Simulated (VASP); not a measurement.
# 2H-WS2 monolayer and its bilayer, part 8 of 9

Aim: relax 2H-WS2 monolayer, place its levels against the vacuum, then find how two sheets stack and bind.

VASP 6.6.1, plane waves and PAW; the level of theory is named at each step.

So far. Step 12 (A rigid stacking): Energy at zero smearing: -139.40083 eV.

## (13) Relaxing the bilayer

Level of this step: r2SCAN with rVV10, no spin polarisation; plane waves and PAW (W, S) (VASP).

The lowest stacking relaxes at the monolayer's lattice.

Contents of INCAR:

```
SYSTEM = WS2
PREC = Normal
ENCUT = 350
EDIFF = 1E-07
NELM = 120
ISMEAR = 0
SIGMA = 0.03
LREAL = .FALSE.
ALGO = Normal
METAGGA = R2SCAN
LUSE_VDW = .TRUE.
IVDW_NL = 2
BPARAM = 11.95
CPARAM = 0.0093
LASPH = .TRUE.
NBANDS = 24
LORBIT = 11
LWAVE = .FALSE.
LCHARG = .FALSE.
KPAR = 4
IBRION = 2
NSW = 70
ISIF = 2
EDIFFG = -0.004
POTIM = 0.8
MAXMIX = 40
IDIPOL = 3
LDIPOL = .TRUE.
DIPOL = 0.5 0.5 0.5
```

Contents of POSCAR:

```
WS2
1.0
    3.1653557394      0.0000000000      0.0000000000
   -1.5826778697      2.7412784823      0.0000000000
    0.0000000000      0.0000000000     26.3466113248
W S
2 4
Direct
    0.3333333300      0.6666666700      0.3818955200
    0.6666666700      0.3333333300      0.6181044800
    0.6666666700      0.3333333300      0.3226221400
    0.6666666700      0.3333333300      0.4411689000
    0.3333333300      0.6666666700      0.5588311000
    0.3333333300      0.6666666700      0.6773778600
```

Contents of KPOINTS:

```
Automatic mesh
0
Gamma
12 12 1
0 0 0
```

The projector-augmented-wave data sets are W and S (PBE family, release 64).

Command:

```sh
> mpirun -np 4 vasp_std
```

Output:

```text
[... set-up lines as in an earlier step ...]
 entering main loop
       N       E                     dE             d eps       ncg     rms          rms(c)
Total rVV10 correction in eV:      0.8525897    47.2063548
Total rVV10 correction in eV:      0.8525897    47.2063548
Total rVV10 correction in eV:      0.8525897    47.2063548
Total rVV10 correction in eV:      0.8525897    47.2063548
[... 5 cycles as in an earlier step ...]
Total rVV10 correction in eV:      0.8572641    47.2068896
Total rVV10 correction in eV:      0.8572641    47.2068896
Total rVV10 correction in eV:      0.8572641    47.2068896
Total rVV10 correction in eV:      0.8572641    47.2068896
[... 1 cycle as in an earlier step ...]
Total rVV10 correction in eV:      0.8514990    47.2080840
Total rVV10 correction in eV:      0.8514990    47.2080840
Total rVV10 correction in eV:      0.8514990    47.2080840
Total rVV10 correction in eV:      0.8514990    47.2080840
[... 1 cycle as in an earlier step ...]
Total rVV10 correction in eV:      0.8575161    47.2078212
Total rVV10 correction in eV:      0.8575161    47.2078212
Total rVV10 correction in eV:      0.8575161    47.2078212
Total rVV10 correction in eV:      0.8575161    47.2078212
[... 1 cycle as in an earlier step ...]
Total rVV10 correction in eV:      0.8613650    47.2074732
Total rVV10 correction in eV:      0.8613650    47.2074732
Total rVV10 correction in eV:      0.8613650    47.2074732
Total rVV10 correction in eV:      0.8613650    47.2074732
[... 1 cycle as in an earlier step ...]
Total rVV10 correction in eV:      0.8638165    47.2073324
Total rVV10 correction in eV:      0.8638165    47.2073324
Total rVV10 correction in eV:      0.8638165    47.2073324
Total rVV10 correction in eV:      0.8638165    47.2073324
[... 1 cycle as in an earlier step ...]
Total rVV10 correction in eV:      0.8644538    47.2071827
Total rVV10 correction in eV:      0.8644538    47.2071827
Total rVV10 correction in eV:      0.8644538    47.2071827
Total rVV10 correction in eV:      0.8644538    47.2071827
[... 1 cycle as in an earlier step ...]
Total rVV10 correction in eV:      0.8658001    47.2069914
Total rVV10 correction in eV:      0.8658001    47.2069914
Total rVV10 correction in eV:      0.8658001    47.2069914
Total rVV10 correction in eV:      0.8658001    47.2069914
[... 1 cycle as in an earlier step ...]
Total rVV10 correction in eV:      0.8663441    47.2068699
Total rVV10 correction in eV:      0.8663441    47.2068699
Total rVV10 correction in eV:      0.8663441    47.2068699
Total rVV10 correction in eV:      0.8663441    47.2068699
[... 1 cycle as in an earlier step ...]
Total rVV10 correction in eV:      0.8671367    47.2066171
Total rVV10 correction in eV:      0.8671367    47.2066171
Total rVV10 correction in eV:      0.8671367    47.2066171
Total rVV10 correction in eV:      0.8671367    47.2066171
[... 1 cycle as in an earlier step ...]
Total rVV10 correction in eV:      0.8673636    47.2065239
Total rVV10 correction in eV:      0.8673636    47.2065239
Total rVV10 correction in eV:      0.8673636    47.2065239
Total rVV10 correction in eV:      0.8673636    47.2065239
DAV:  15    -0.139420259550E+03   -0.16702E-03   -0.15599E-05  1192   0.208E-02    0.170E-02
Total rVV10 correction in eV:      0.8675391    47.2064101
Total rVV10 correction in eV:      0.8675391    47.2064101
Total rVV10 correction in eV:      0.8675391    47.2064101
Total rVV10 correction in eV:      0.8675391    47.2064101
DAV:  16    -0.139420446140E+03   -0.18659E-03   -0.21982E-05  1112   0.211E-02    0.535E-03
Total rVV10 correction in eV:      0.8676774    47.2063426
Total rVV10 correction in eV:      0.8676774    47.2063426
Total rVV10 correction in eV:      0.8676774    47.2063426
Total rVV10 correction in eV:      0.8676774    47.2063426
DAV:  17    -0.139420581598E+03   -0.13546E-03   -0.45533E-05  1096   0.224E-02    0.559E-03
Total rVV10 correction in eV:      0.8676805    47.2063440
Total rVV10 correction in eV:      0.8676805    47.2063440
Total rVV10 correction in eV:      0.8676805    47.2063440
Total rVV10 correction in eV:      0.8676805    47.2063440
DAV:  18    -0.139420595764E+03   -0.14166E-04   -0.46215E-06  1168   0.105E-02    0.383E-03
Total rVV10 correction in eV:      0.8676715    47.2063465
Total rVV10 correction in eV:      0.8676715    47.2063465
Total rVV10 correction in eV:      0.8676715    47.2063465
Total rVV10 correction in eV:      0.8676715    47.2063465
DAV:  19    -0.139420607968E+03   -0.12203E-04   -0.94010E-07   920   0.694E-03    0.144E-03
Total rVV10 correction in eV:      0.8676370    47.2063714
Total rVV10 correction in eV:      0.8676370    47.2063714
Total rVV10 correction in eV:      0.8676370    47.2063714
Total rVV10 correction in eV:      0.8676370    47.2063714
DAV:  20    -0.139420620751E+03   -0.12783E-04   -0.24048E-06  1080   0.872E-03    0.185E-03
Total rVV10 correction in eV:      0.8676306    47.2063735
Total rVV10 correction in eV:      0.8676306    47.2063735
Total rVV10 correction in eV:      0.8676306    47.2063735
Total rVV10 correction in eV:      0.8676306    47.2063735
DAV:  21    -0.139420627538E+03   -0.67863E-05   -0.84822E-07   992   0.661E-03    0.205E-03
Total rVV10 correction in eV:      0.8676273    47.2063822
Total rVV10 correction in eV:      0.8676273    47.2063822
Total rVV10 correction in eV:      0.8676273    47.2063822
Total rVV10 correction in eV:      0.8676273    47.2063822
DAV:  22    -0.139420631609E+03   -0.40714E-05   -0.46281E-07   984   0.604E-03    0.125E-03
Total rVV10 correction in eV:      0.8676271    47.2063799
Total rVV10 correction in eV:      0.8676271    47.2063799
Total rVV10 correction in eV:      0.8676271    47.2063799
Total rVV10 correction in eV:      0.8676271    47.2063799
DAV:  23    -0.139420633717E+03   -0.21077E-05   -0.16224E-07   784   0.373E-03    0.487E-04
Total rVV10 correction in eV:      0.8676263    47.2063791
Total rVV10 correction in eV:      0.8676263    47.2063791
Total rVV10 correction in eV:      0.8676263    47.2063791
Total rVV10 correction in eV:      0.8676263    47.2063791
DAV:  24    -0.139420634072E+03   -0.35513E-06   -0.20267E-07   856   0.472E-03    0.487E-04
Total rVV10 correction in eV:      0.8676266    47.2063784
Total rVV10 correction in eV:      0.8676266    47.2063784
Total rVV10 correction in eV:      0.8676266    47.2063784
Total rVV10 correction in eV:      0.8676266    47.2063784
DAV:  25    -0.139420634031E+03    0.40432E-07   -0.25121E-08   728   0.156E-03
Total rVV10 correction in eV:      0.8676271    47.2063776
Total rVV10 correction in eV:      0.8676271    47.2063776
Total rVV10 correction in eV:      0.8676271    47.2063776
[...]
1 F= -.13942063E+03 E0= -.13942063E+03  d E =-.139421E+03
 curvature:   0.00 expect dE= 0.000E+00 dE for cont linesearch  0.000E+00
 trial: gam= 0.00000 g(F)=  0.118E-03 g(S)=  0.000E+00 ort = 0.000E+00 (trialstep = 0.100E+01)
 search vector abs. value=  0.118E-03
 bond charge predicted
       N       E                     dE             d eps       ncg     rms          rms(c)
Total rVV10 correction in eV:      0.8674933    47.2063779
Total rVV10 correction in eV:      0.8674933    47.2063779
Total rVV10 correction in eV:      0.8674933    47.2063779
Total rVV10 correction in eV:      0.8674933    47.2063779
DAV:   1    -0.139420574742E+03    0.59330E-04   -0.15365E-02   928   0.621E-01    0.648E-02
Total rVV10 correction in eV:      0.8674318    47.2066031
Total rVV10 correction in eV:      0.8674318    47.2066031
Total rVV10 correction in eV:      0.8674318    47.2066031
Total rVV10 correction in eV:      0.8674318    47.2066031
DAV:   2    -0.139420596368E+03   -0.21626E-04   -0.56034E-04  1240   0.148E-01    0.444E-02
Total rVV10 correction in eV:      0.8674766    47.2063677
Total rVV10 correction in eV:      0.8674766    47.2063677
Total rVV10 correction in eV:      0.8674766    47.2063677
Total rVV10 correction in eV:      0.8674766    47.2063677
DAV:   3    -0.139420638661E+03   -0.42293E-04   -0.32265E-05  1104   0.367E-02    0.430E-02
Total rVV10 correction in eV:      0.8674889    47.2064403
Total rVV10 correction in eV:      0.8674889    47.2064403
Total rVV10 correction in eV:      0.8674889    47.2064403
Total rVV10 correction in eV:      0.8674889    47.2064403
DAV:   4    -0.139420619859E+03    0.18802E-04   -0.14890E-05  1112   0.281E-02    0.165E-02
Total rVV10 correction in eV:      0.8674764    47.2063934
Total rVV10 correction in eV:      0.8674764    47.2063934
Total rVV10 correction in eV:      0.8674764    47.2063934
Total rVV10 correction in eV:      0.8674764    47.2063934
DAV:   5    -0.139420637669E+03   -0.17810E-04   -0.65685E-06   968   0.174E-02    0.482E-03
Total rVV10 correction in eV:      0.8674774    47.2063808
Total rVV10 correction in eV:      0.8674774    47.2063808
Total rVV10 correction in eV:      0.8674774    47.2063808
Total rVV10 correction in eV:      0.8674774    47.2063808
DAV:   6    -0.139420640500E+03   -0.28303E-05   -0.81416E-07  1168   0.565E-03    0.320E-03
Total rVV10 correction in eV:      0.8674807    47.2063796
Total rVV10 correction in eV:      0.8674807    47.2063796
Total rVV10 correction in eV:      0.8674807    47.2063796
Total rVV10 correction in eV:      0.8674807    47.2063796
DAV:   7    -0.139420640329E+03    0.17090E-06   -0.17295E-07   768   0.433E-03    0.154E-03
Total rVV10 correction in eV:      0.8674805    47.2063775
Total rVV10 correction in eV:      0.8674805    47.2063775
Total rVV10 correction in eV:      0.8674805    47.2063775
Total rVV10 correction in eV:      0.8674805    47.2063775
DAV:   8    -0.139420643295E+03   -0.29663E-05   -0.43359E-07   920   0.742E-03    0.690E-04
Total rVV10 correction in eV:      0.8674809    47.2063775
Total rVV10 correction in eV:      0.8674809    47.2063775
Total rVV10 correction in eV:      0.8674809    47.2063775
Total rVV10 correction in eV:      0.8674809    47.2063775
DAV:   9    -0.139420643005E+03    0.28980E-06   -0.30985E-08   688   0.173E-03    0.548E-04
Total rVV10 correction in eV:      0.8674808    47.2063776
Total rVV10 correction in eV:      0.8674808    47.2063776
Total rVV10 correction in eV:      0.8674808    47.2063776
Total rVV10 correction in eV:      0.8674808    47.2063776
DAV:  10    -0.139420642895E+03    0.10977E-06   -0.37368E-08   664   0.185E-03    0.363E-04
Total rVV10 correction in eV:      0.8674810    47.2063776
Total rVV10 correction in eV:      0.8674810    47.2063776
Total rVV10 correction in eV:      0.8674810    47.2063776
Total rVV10 correction in eV:      0.8674810    47.2063776
DAV:  11    -0.139420642850E+03    0.45914E-07   -0.45771E-09   528   0.664E-04
Total rVV10 correction in eV:      0.8674809    47.2063778
Total rVV10 correction in eV:      0.8674809    47.2063778
Total rVV10 correction in eV:      0.8674809    47.2063778
Total rVV10 correction in eV:      0.8674809    47.2063778
Total rVV10 correction in eV:      0.8674809    47.2063777
Total rVV10 correction in eV:      0.8674809    47.2063777
Total rVV10 correction in eV:      0.8674809    47.2063777
Total rVV10 correction in eV:      0.8674809    47.2063777
   2 F= -.13942064E+03 E0= -.13942064E+03  d E =-.881828E-05
[... from here on, the cycles between the ionic steps are left out ...]
   3 F= -.13942066E+03 E0= -.13942066E+03  d E =-.302989E-04
   4 F= -.13942068E+03 E0= -.13942068E+03  d E =-.149661E-04
   5 F= -.13942068E+03 E0= -.13942068E+03  d E =-.168454E-04
   6 F= -.13942071E+03 E0= -.13942071E+03  d E =-.245094E-04
   7 F= -.13942077E+03 E0= -.13942077E+03  d E =-.918988E-04
   8 F= -.13942088E+03 E0= -.13942088E+03  d E =-.199070E-03
   9 F= -.13942098E+03 E0= -.13942098E+03  d E =-.301773E-03
  10 F= -.13942100E+03 E0= -.13942100E+03  d E =-.129022E-04
  11 F= -.13942103E+03 E0= -.13942103E+03  d E =-.499545E-04
  12 F= -.13942109E+03 E0= -.13942109E+03  d E =-.102096E-03
  13 F= -.13942112E+03 E0= -.13942112E+03  d E =-.136701E-03
  14 F= -.13942112E+03 E0= -.13942112E+03  d E =-.140644E-03
  15 F= -.13942113E+03 E0= -.13942113E+03  d E =-.110482E-04
  16 F= -.13942115E+03 E0= -.13942115E+03  d E =-.266160E-04
  17 F= -.13942115E+03 E0= -.13942115E+03  d E =-.267043E-04
 curvature:  -4.18 expect dE=-0.245E-04 dE for cont linesearch -0.502E-09
 trial: gam=-0.08131 g(F)=  0.586E-05 g(S)=  0.000E+00 ort =-0.491E-06 (trialstep = 0.192E+00)
 search vector abs. value=  0.192E-04
 bond charge predicted
       N       E                     dE             d eps       ncg     rms          rms(c)
Total rVV10 correction in eV:      0.8709144    47.2063722
Total rVV10 correction in eV:      0.8709144    47.2063722
Total rVV10 correction in eV:      0.8709144    47.2063722
Total rVV10 correction in eV:      0.8709144    47.2063722
DAV:   1    -0.139421151022E+03   -0.81781E-06   -0.61335E-05   928   0.378E-02    0.500E-03
Total rVV10 correction in eV:      0.8709179    47.2063740
Total rVV10 correction in eV:      0.8709179    47.2063740
Total rVV10 correction in eV:      0.8709179    47.2063740
Total rVV10 correction in eV:      0.8709179    47.2063740
DAV:   2    -0.139421152646E+03   -0.16249E-05   -0.29629E-06  1104   0.128E-02    0.436E-03
Total rVV10 correction in eV:      0.8709177    47.2063691
Total rVV10 correction in eV:      0.8709177    47.2063691
Total rVV10 correction in eV:      0.8709177    47.2063691
Total rVV10 correction in eV:      0.8709177    47.2063691
DAV:   3    -0.139421151577E+03    0.10698E-05   -0.29753E-07   824   0.469E-03    0.289E-03
Total rVV10 correction in eV:      0.8709162    47.2063703
Total rVV10 correction in eV:      0.8709162    47.2063703
Total rVV10 correction in eV:      0.8709162    47.2063703
Total rVV10 correction in eV:      0.8709162    47.2063703
DAV:   4    -0.139421151140E+03    0.43633E-06   -0.33183E-07   912   0.455E-03    0.667E-04
Total rVV10 correction in eV:      0.8709154    47.2063711
Total rVV10 correction in eV:      0.8709154    47.2063711
Total rVV10 correction in eV:      0.8709154    47.2063711
Total rVV10 correction in eV:      0.8709154    47.2063711
DAV:   5    -0.139421151202E+03   -0.61584E-07   -0.11536E-07   784   0.274E-03
Total rVV10 correction in eV:      0.8709141    47.2063727
Total rVV10 correction in eV:      0.8709141    47.2063727
Total rVV10 correction in eV:      0.8709141    47.2063727
Total rVV10 correction in eV:      0.8709141    47.2063727
Total rVV10 correction in eV:      0.8709156    47.2063719
Total rVV10 correction in eV:      0.8709156    47.2063719
Total rVV10 correction in eV:      0.8709156    47.2063719
Total rVV10 correction in eV:      0.8709156    47.2063719
  18 F= -.13942115E+03 E0= -.13942115E+03  d E =-.904742E-06
 trial-energy change:   -0.000001  1 .order   -0.000001   -0.000001   -0.000000
 step:   0.2317(harm=  0.2317)  dis= 0.00018  next Energy=  -139.421151 (dE=-0.683E-06)
 reached required accuracy - stopping structural energy minimisation
```

It took 18 min on 4 MPI ranks of Intel Xeon Platinum 8488C (Sapphire Rapids), shared host; peak memory 1.2 GiB.

OUTCAR, selected parts (step 13):

```text
   NELECT =      36.0000    total number of electrons

 E-fermi :  -0.0326

 k-point     1 :       0.0000    0.0000    0.0000
  band No.  band energies     occupation
    ...
     14      -2.3163      2.00000
     15      -2.2954      2.00000
     16      -2.2954      2.00000
     17      -0.8235      2.00000
     18      -0.1934      2.00000
     19       2.5376      0.00000
     20       2.5377      0.00000
     21       2.5475      0.00000
     22       2.5475      0.00000
     23       2.6607      0.00000
    ...

  Total       -0.0319246     -0.0319246     -0.1545630     -0.0000000      0.0000000      0.0000000
  in kB       -0.2237357     -0.2237357     -1.0832172     -0.0000000      0.0000000      0.0000000
  external PRESSURE =      -0.5102295 kB  Pullay stress =       0.0000000 kB

 POSITION                                       TOTAL-FORCE (eV/Angst)
 -----------------------------------------------------------------------------------
     -0.00000      1.82752     10.03875        -0.000000     -0.000000     -0.001667
      1.58268      0.91376     16.30786         0.000000      0.000000      0.001667
      1.58268      0.91376      8.47640        -0.000000      0.000000     -0.000275
      1.58268      0.91376     11.60174        -0.000000     -0.000000      0.000979
     -0.00000      1.82752     14.74487         0.000000     -0.000000     -0.000979
     -0.00000      1.82752     17.87021        -0.000000      0.000000      0.000275
 -----------------------------------------------------------------------------------
    total drift:                                0.000000     -0.000000     -0.000000

  FREE ENERGIE OF THE ION-ELECTRON SYSTEM (eV)
  ---------------------------------------------------
  free  energy   TOTEN  =      -139.4211512019 eV

  energy  without entropy=     -139.4211512019  energy(sigma->0) =     -139.42115120

 vacuum level on the upper side and lower side of the slab         5.358         5.358

[... 9 parts as in an earlier step ...]

[... 10 further parts left out ...]
```

Step by step:

| step | energy less that of the first step (eV) | largest force (eV/Å) |
| --- | --- | --- |
| 1 | 0.0000 | 0.0176 |
| 2 | 0.0000 | 0.0315 |
| 3 | 0.0000 | 0.0143 |
| 4 | 0.0000 | 0.0219 |
| 5 | 0.0000 | 0.0153 |
| 6 | -0.0001 | 0.0131 |
| 7 | -0.0001 | 0.0152 |
| 8 | -0.0002 | 0.0245 |
| 9 | -0.0003 | 0.0431 |
| 10 | -0.0004 | 0.0409 |
| 11 | -0.0004 | 0.0346 |
| 12 | -0.0005 | 0.0222 |
| 13 | -0.0005 | 0.0252 |
| 14 | -0.0005 | 0.0189 |
| 15 | -0.0005 | 0.0148 |
| 16 | -0.0005 | 0.0055 |
| 17 | -0.0005 | 0.0046 |
| 18 | -0.0005 | 0.0017 |

The atoms that moved most (Å):

| atom | dx | dy | dz | length |
| --- | --- | --- | --- | --- |
| S3 | 0.000 | 0.000 | -0.024 | 0.024 |
| S6 | 0.000 | 0.000 | 0.024 | 0.024 |
| W2 | 0.000 | 0.000 | 0.023 | 0.023 |
| W1 | 0.000 | 0.000 | -0.023 | 0.023 |
| S4 | 0.000 | 0.000 | -0.022 | 0.022 |
| S5 | 0.000 | 0.000 | 0.022 | 0.022 |

Final coordinates:

```
W S
1.0
     3.16536    0.00000    0.00000
    -1.58268    2.74128    0.00000
     0.00000    0.00000   26.34661
W S
2 4
Cartesian
  0.0000 1.8275 10.0388
  1.5827 0.9138 16.3079
  1.5827 0.9138 8.4764
  1.5827 0.9138 11.6017
  0.0000 1.8275 14.7449
  0.0000 1.8275 17.8702
```

Numbers from this step:

```yaml
electronic_cycles: 151
free_energy_toten: -139.4212 eV
fermi_energy: -0.0326 eV
dipole_moment: 0, 0, 0 e·Å
gap_on_the_k_mesh: 1.597 eV
least_direct_gap_on_the_k_mesh: 1.957 eV
```

The run ended after 18 ionic steps, 0.001 eV below its first step, once the forces on the free atoms met EDIFFG = -0.004.

(Part 8 of 9 ends here.)

[Lines on the potential files, build, host, timing and source positions are cut from VASP's logs without a mark.]

[Logs are printed without paths, hosts, clocks, repeated set-up lines and the standing remarks that a program may print on its own settings, such as how far it seeks lower states.]

[Hosts, paths, dates, database ids (printed as entryN), source tags and the programs' standing remarks are cut or masked in the printed files.]

[Runs that stopped without an error message from VASP are left out.]
